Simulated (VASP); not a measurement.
Output of a VASP run:

OUTCAR:
```
 ion  position               nearest neighbor table
   1  0.000  0.000  0.000-   2 2.81   2 2.81   2 2.81   2 2.81   2 2.81   2 2.81   2 2.81   2 2.81
  LATTYP: Found a simple tetragonal cell.
 ALAT       =     2.7841568876
 C/A-ratio  =     1.4379393213
 Subroutine PRICEL returns:
 Original cell was already a primitive cell.
 Subroutine GETGRP returns: Found 16 space group operations
The static configuration has the point symmetry D_4h.
The dynamic configuration has the point symmetry D_4h.
 Subroutine INISYM returns: Found 16 space group operations
 Subroutine IBZKPT returns following result:
 Found    140 irreducible k-points:

 Following reciprocal coordinates:
            Coordinates               Weight
  0.000000  0.000000  0.000000      1.000000
  0.076923  0.000000  0.000000      4.000000
  0.153846  0.000000  0.000000      4.000000
  0.230769  0.000000  0.000000      4.000000
  0.307692  0.000000  0.000000      4.000000
  0.384615  0.000000  0.000000      4.000000
  0.461538  0.000000  0.000000      4.000000
  0.076923  0.076923  0.000000      4.000000
  0.153846  0.076923  0.000000      8.000000
  0.230769  0.076923  0.000000      8.000000
  0.307692  0.076923  0.000000      8.000000
  0.384615  0.076923  0.000000      8.000000
  0.461538  0.076923  0.000000      8.000000
  0.153846  0.153846  0.000000      4.000000
  0.230769  0.153846  0.000000      8.000000
  0.307692  0.153846  0.000000      8.000000
  0.384615  0.153846  0.000000      8.000000
  0.461538  0.153846  0.000000      8.000000
  0.230769  0.230769  0.000000      4.000000
  0.307692  0.230769  0.000000      8.000000
  0.384615  0.230769  0.000000      8.000000
  0.461538  0.230769  0.000000      8.000000
  0.307692  0.307692  0.000000      4.000000
  0.384615  0.307692  0.000000      8.000000
  0.461538  0.307692  0.000000      8.000000
  0.384615  0.384615  0.000000      4.000000
  0.461538  0.384615  0.000000      8.000000
  0.461538  0.461538  0.000000      4.000000
  0.000000  0.000000  0.111111      2.000000
  0.076923  0.000000  0.111111      8.000000
  0.153846  0.000000  0.111111      8.000000
  0.230769  0.000000  0.111111      8.000000
  0.307692  0.000000  0.111111      8.000000
  0.384615  0.000000  0.111111      8.000000
  0.461538  0.000000  0.111111      8.000000
  0.076923  0.076923  0.111111      8.000000
  0.153846  0.076923  0.111111     16.000000
  0.230769  0.076923  0.111111     16.000000
  0.307692  0.076923  0.111111     16.000000
  0.384615  0.076923  0.111111     16.000000
   k-points           NKPTS =    140   k-points in BZ     NKDIM =    140   number of bands    NBANDS=     11
   number of dos      NEDOS =    301   number of ions     NIONS =      2
   total plane-waves  NPLWV =  17280
   dimension x,y,z NGX =    24 NGY =   24 NGZ =   30
   dimension x,y,z NGXF=    48 NGYF=   48 NGZF=   60
   ions per type =               1   1
   PREC   = accura    normal or accurate (medium, high low for compatibility)
   ISTART =      0    job   : 0-new  1-cont  2-samecut
   ICHARG =      2    charge: 1-file 2-atom 10-const
   ISPIN  =      1    spin polarized calculation?
   LNONCOLLINEAR =      F non collinear calculations
   LSORBIT =      F    spin-orbit coupling
   INIWAV =      1    electr: 0-lowe 1-rand  2-diag
   ENCUT  =  520.0 eV  38.22 Ry    6.18 a.u.   5.18  5.18  7.44*2*pi/ulx,y,z
   NELM   =    100;   NELMIN=  2; NELMDL= -5     # of ELM steps
   EDIFF  = 0.1E-06   stopping-criterion for ELM
   LREAL  =      F    real-space projection
   NLSPLINE    = F    spline interpolate recip. space projectors
   LMAXMIX     =    4 max onsite mixed and CHGCAR
   VOSKOWN=      0    Vosko Wilk Nusair interpolation
   EDIFFG = -.1E-01   stopping-criterion for IOM
   NSW    =     30    number of steps for IOM
   NBLOCK =      1;   KBLOCK =     30    inner block; outer block
   IBRION =      2    ionic relax: 0-MD 1-quasi-New 2-CG
...
```

**OSZICAR**
```
       N       E                     dE             d eps       ncg     rms          rms(c)
DAV:   1     0.893763480303E+02    0.89376E+02   -0.74613E+03  3080   0.139E+03
DAV:   2    -0.731559767268E+01   -0.96692E+02   -0.93912E+02  3110   0.335E+02
DAV:   3    -0.131216182643E+02   -0.58060E+01   -0.54896E+01  4851   0.790E+01
DAV:   4    -0.133336234124E+02   -0.21201E+00   -0.20683E+00  3912   0.130E+01
DAV:   5    -0.133414924590E+02   -0.78690E-02   -0.78655E-02  4462   0.234E+00    0.101E+01
DAV:   6    -0.119633248256E+02    0.13782E+01   -0.11898E+01  3833   0.382E+01    0.353E+00
DAV:   7    -0.118324656525E+02    0.13086E+00   -0.10724E+00  3527   0.112E+01    0.207E+00
DAV:   8    -0.118253960676E+02    0.70696E-02   -0.14676E-01  3467   0.460E+00    0.524E-01
DAV:   9    -0.118238865344E+02    0.15095E-02   -0.27348E-02  3655   0.224E+00    0.238E-01
DAV:  10    -0.118241927772E+02   -0.30624E-03   -0.16716E-03  3815   0.499E-01    0.686E-02
DAV:  11    -0.118241550367E+02    0.37741E-04   -0.53290E-04  3813   0.266E-01    0.532E-02
DAV:  12    -0.118241619664E+02   -0.69297E-05   -0.39994E-05  3550   0.760E-02    0.111E-02
DAV:  13    -0.118241615019E+02    0.46450E-06   -0.16338E-06  3932   0.134E-02    0.922E-03
DAV:  14    -0.118241618731E+02   -0.37119E-06   -0.10912E-06  3454   0.134E-02    0.101E-03
DAV:  15    -0.118241618953E+02   -0.22124E-07   -0.47017E-08  1744   0.220E-03
   1 F= -.11824162E+02 E0= -.11823986E+02  d E =-.118242E+02
```

OUTCAR:
```
------------------------ aborting loop because EDIFF is reached ----------------------------------------
  FORCE on cell =-STRESS in cart. coord.  units (eV):
  Direction    XX          YY          ZZ          XY          YZ          ZX
  --------------------------------------------------------------------------------------
  Total        1.4847292      1.4847292      1.4735109      0.0000000     -0.0000000      0.0000000
  in kB       76.6542357     76.6542357     76.0750518      0.0000000     -0.0000000      0.0000000
  external PRESSURE =      76.4611744 kB  Pullay stress =       0.0000000 kB
  volume of cell :       31.03
      direct lattice vectors                 reciprocal lattice vectors
     2.784156888  0.000000000  0.000000000     0.359175162  0.000000000  0.000000000
     0.000000000  2.784156888  0.000000000     0.000000000  0.359175162  0.000000000
     0.000000000  0.000000000  4.003448665     0.000000000  0.000000000  0.249784644
 POSITION                                       TOTAL-FORCE (eV/Angst)
 -----------------------------------------------------------------------------------
      0.00000      0.00000      0.00000         0.000000      0.000000      0.000000
      1.39208      1.39208      2.00172         0.000000      0.000000      0.000000
 -----------------------------------------------------------------------------------
    total drift:                               -0.000000      0.000000      0.000000
  FREE ENERGIE OF THE ION-ELECTRON SYSTEM (eV)
  ---------------------------------------------------
  free  energy   TOTEN  =       -11.8241618953 eV

  energy  without entropy=      -11.8236345977  energy(sigma->0) =      -11.82398613

 reached required accuracy - stopping structural energy minimisation
```
(Selected blocks of OUTCAR.)

POSCAR:
```
TiAl
1
    2.7841568876     0.0000000000     0.0000000000
    0.0000000000     2.7841568876     0.0000000000
    0.0000000000     0.0000000000     4.0034486653
Ti Al
1 1
Direct
  0.0000000000   0.0000000000   0.0000000000
  0.5000000000   0.5000000000   0.5000000000
```

Q: Write an INCAR and KPOINTS that could have produced this output.

A: Several could match; the one computed here: the input of the run itself, revPBE GGA, plane waves, VASP's PBE PAW potentials (set 64).

INCAR:
```
LCHARG=F
NELM=100   ! most electronic steps
NSW=30
LASPH=T   ! aspherical one-centre terms
EDIFF=1E-7
LMAXMIX=4
ISMEAR=1
IBRION=2
SIGMA=0.1
EDIFFG=-0.01   ! ionic stop
LWAVE=F
PREC=Accurate
GGA=RE   ! revPBE
ISIF=4   ! ions and shape, fixed volume
LREAL=F   ! projection in real space or not
SYSTEM=TiAl
ENCUT=520   ! plane-wave cut-off (eV)
ALGO=Normal
```

KPOINTS:
```
kpoints
0
gamma
13 13 9
```

POTCAR, in this order: Ti_sv Al (PBE.64 set). Program: vasp_std.

The compound is TiAl in the L1_0 structure. This cell is one point of a volume scan, at 0.94 of the reference volume. The electron count is odd and the run is not spin-polarised, which forces a metal.
